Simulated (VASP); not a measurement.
# BiP (F-43m) in VASP: single point with PBEsol

Aim: the single point of BiP with PBEsol.

All numbers are computed with VASP 6.6.1; they aren't measurements. Logs are shortened: lines on timing, memory, paths and dates and some standing lists are left out, and cuts for length are marked.

### 1 The crystal as given

The structure is cubic, space group F-43m (No. 216). Conventional cell: a = 6.400 Å, b = 6.400 Å, c = 6.400 Å, α = 90.00°, β = 90.00°, γ = 90.00°. Bi (site symmetry -43m) has 4 P at 2.77 Å as nearest neighbours. P (site symmetry -43m) is surrounded by 4 Bi at 2.77 Å.

The cell comes from a database or a generator and needn't be the stable form of this composition.

### 2 Single point, PBEsol

INCAR

```
SYSTEM = BiP
ALGO     = Normal         ! electronic algorithm
EDIFF    = 1E-6           ! SCF threshold, eV
ENCUT    = 520            ! plane-wave cutoff, eV
GGA      = PS             ! functional
ISIF     = 2              ! what is computed and relaxed
ISMEAR   = 0              ! smearing method
LASPH    = .True.         ! aspherical terms in the spheres
LCHARG   = .False.        ! write CHGCAR
LREAL    = .False.        ! projectors in reciprocal space
LWAVE    = .False.        ! write WAVECAR
NBANDS   = 17             ! bands
NELM     = 100            ! most SCF steps
PREC     = Accurate       ! precision mode
SIGMA    = 0.05           ! smearing width, eV
```

KPOINTS

```
k-points
0
Gamma
  6 6 6
  0 0 0
```

POSCAR

```
BiP
1.0
    0.0000000000      3.2001370721      3.2001370721
    3.2001370721      0.0000000000      3.2001370721
    3.2001370721      3.2001370721      0.0000000000
Bi P
1 1
Direct
    0.0000000000      0.0000000000      0.0000000000
    0.2500000000      0.2500000000      0.2500000000
```

Potentials or basis: VASP PAW PBE potentials, release 64 (Bi_d, P).

The run is started by

```console
$ cat potpaw_PBE.64/Bi_d/POTCAR potpaw_PBE.64/P/POTCAR > POTCAR
$ mpirun -np 1 vasp_std > vasp.out
```

OUTCAR:

```text
SYSTEM = BiP
   EDIFF = 1E-6
   ENCUT = 520
   GGA = PS
   ISIF = 2
   ISMEAR = 0
   LASPH = .True.
   LREAL = .False.
   NELM = 100
   PREC = Accurate

 ion  position               nearest neighbor table
   1  0.000  0.000  0.000-   2 2.77   2 2.77   2 2.77   2 2.77
   2  0.250  0.250  0.250-   1 2.77   1 2.77   1 2.77   1 2.77

  LATTYP: Found a face centered cubic cell.
 ALAT       =     6.4002741442

  Lattice vectors:

 A1 = (   0.0000000000,   3.2001370721,   3.2001370721)
 A2 = (   3.2001370721,   0.0000000000,   3.2001370721)
 A3 = (   3.2001370721,   3.2001370721,   0.0000000000)

Analysis of symmetry for initial positions (statically):
=====================================================================
 Subroutine PRICEL returns:
 Original cell was already a primitive cell.

 Routine SETGRP: Setting up the symmetry group for a
 face centered cubic supercell.

 Subroutine GETGRP returns: Found 24 space group operations
 (whereof 24 operations were pure point group operations)
 out of a pool of 48 trial point group operations.

The static configuration has the point symmetry T_d .

Analysis of symmetry for dynamics (positions and initial velocities):
=====================================================================
 Subroutine PRICEL returns:
 Original cell was already a primitive cell.

 Routine SETGRP: Setting up the symmetry group for a
 face centered cubic supercell.

 Subroutine GETGRP returns: Found 24 space group operations
 (whereof 24 operations were pure point group operations)
 out of a pool of 48 trial point group operations.

The dynamic configuration has the point symmetry T_d .

 Subroutine INISYM returns: Found 24 space group operations
 (whereof 24 operations are pure point group operations),
 and found     1 'primitive' translations

----------------------------------------------------------------------------------------

                                     Primitive cell

  volume of cell :      65.5444

  direct lattice vectors                    reciprocal lattice vectors
     0.000000000  3.200137072  3.200137072    -0.156243307  0.156243307  0.156243307
     3.200137072  0.000000000  3.200137072     0.156243307 -0.156243307  0.156243307
     3.200137072  3.200137072  0.000000000     0.156243307  0.156243307 -0.156243307

  length of vectors
     4.525677249  4.525677249  4.525677249     0.270621347  0.270621347  0.270621347

  position of ions in fractional coordinates (direct lattice)
[... 70 lines left out ...]
   EDIFF  = 0.1E-05   stopping-criterion for ELM
   LREAL  =      F    real-space projection
   EDIFFG = 0.1E-04   stopping-criterion for IOM
   NSW    =      0    number of steps for IOM
   IBRION =     -1    ionic relax: 0-MD 1-quasi-New 2-CG
   NFREE  =      0    steps in history (QN), initial steepest desc. (CG)
   ISIF   =      2    stress and relaxation
   ISYM   =      2    0-nonsym 1-usesym 2-fastsym
   POTIM  = 0.5000    time-step for ionic-motion
   TEBEG  =    0.0;   TEEND  =   0.0 temperature during run
   PSTRESS=    0.0 pullay stress
   NELECT =      20.0000    total number of electrons
   NUPDOWN=      -1.0000    fix difference up-down
   EMIN   =  10.00;   EMAX   =-10.00  energy-range for DOS
   EFERMI =   0.00;   METHOD = LEGACY
   ISMEAR =     0;   SIGMA  =   0.05  broadening in eV -4-tet -1-fermi 0-gaus
   EFERMI_NEDOS =   21; number of points for ismear=-14 and -15
   IALGO  =     38    algorithm
   IMIX   =      4    mixing-type and parameters
     AMIX     =   0.40;   BMIX     =  1.00
     AMIX_MAG =   1.60;   BMIX_MAG =  1.00
  volume/ion in A,a.u.               =      32.77       221.16
  Fermi-wavevector in a.u.,A,eV,Ry     =   1.102147  2.082756 16.527383  1.214728
  Thomas-Fermi vector in A             =   2.238586
   LORBIT       =      0    0 simple, 1 ext, 2 COOP (PROOUT), +10 PAW based schemes
   GGA     = PS    functional components
   LHFCALC =     F    Hartree Fock is set to
   AEXX    =    0.0000 exact exchange contribution
   IVDW    =     0    specifies the selected vdW correction
   LEPSILON=     F    determine dielectric tensor
   LRPA    =     F    only Hartree local field effects (RPA)
 non-spin polarized calculation
 Gauss-broadening in eV      SIGMA  =   0.05
  energy-cutoff  :      520.00
  volume of cell :       65.54
 maximum number of plane-waves:      1807
 NGX is ok and might be reduce to    36
   NGX = 17   NGY = 17   NGZ = 17

 number of electron      20.0000005 magnetization

 Free energy of the ion-electron system (eV)
  ---------------------------------------------------
  ext. energy  EPLUGINS =         0.00000000
  ---------------------------------------------------
  free energy    TOTEN  =        -9.23874729 eV

  energy without entropy =       -9.23745230  energy(sigma->0) =       -9.23809979

 E-fermi :   4.6241     XC(G=0):  -8.8211

 val. band max:        4.3872378946   @ k =  -0.3333   0.3333   0.1667
 cond. band min:       4.6486643520   @ k =  -0.3333   0.5000   0.1667
 fundamental gap:      0.2614264574
 Fermi energy:         4.6241193544

 k-point     1 :       0.0000    0.0000    0.0000
  band No.  band energies     occupation
      1     -18.4709      2.00000
      2     -18.4709      2.00000
      3     -18.4709      2.00000
      4     -18.4430      2.00000
      5     -18.4430      2.00000
      6      -8.6903      2.00000
[... 297 lines left out ...]
      4     -18.4459      2.00000
      5     -18.4388      2.00000
      6      -6.5655      2.00000
[... 9 lines left out ...]
     16      13.2704      0.00000
     17      13.5888      0.00000

------------------------ aborting loop because EDIFF is reached ----------------------------------------

  FORCE on cell =-STRESS in cart. coord.  units (eV):
  Direction    XX          YY          ZZ          XY          YZ          ZX
  --------------------------------------------------------------------------------------
  -------------------------------------------------------------------------------------
  Total        0.1863199      0.1863199      0.1863199      0.0000000      0.0000000      0.0000000
  in kB        4.5544306      4.5544306      4.5544306      0.0000000      0.0000000      0.0000000
  external PRESSURE =       4.5544306 kB  Pullay stress =       0.0000000 kB

 VOLUME and BASIS-vectors are now :
 -----------------------------------------------------------------------------
  energy-cutoff  :      520.00
  volume of cell :       65.54
      direct lattice vectors                 reciprocal lattice vectors
     0.000000000  3.200137072  3.200137072    -0.156243307  0.156243307  0.156243307
     3.200137072  0.000000000  3.200137072     0.156243307 -0.156243307  0.156243307
     3.200137072  3.200137072  0.000000000     0.156243307  0.156243307 -0.156243307

 POSITION                                       TOTAL-FORCE (eV/Angst)
 -----------------------------------------------------------------------------------
      0.00000      0.00000      0.00000        -0.000000     -0.000000     -0.000000
      1.60007      1.60007      1.60007         0.000000      0.000000      0.000000
 -----------------------------------------------------------------------------------
    total drift:                               -0.000000     -0.000000     -0.000000

  FREE ENERGIE OF THE ION-ELECTRON SYSTEM (eV)
  ---------------------------------------------------
  free  energy   TOTEN  =        -9.2387472934 eV

  energy  without entropy=       -9.2374522954  energy(sigma->0) =       -9.23809979
```

Wall time 8.1 s (1 thread of Intel Xeon 6975P-C (Granite Rapids), shared host); peak memory 0.2 GiB.

Results:

```yaml
Free_energy: -9.2387 eV
Pressure: 0.5 GPa
Band_gap_on_the_k_mesh: none (metal or under the smearing width)
```

Caveat: the PAW data sets were made with another functional, which shifts forces and pressure a little; spin-orbit coupling is left out, which moves the levels of the heavy elements.
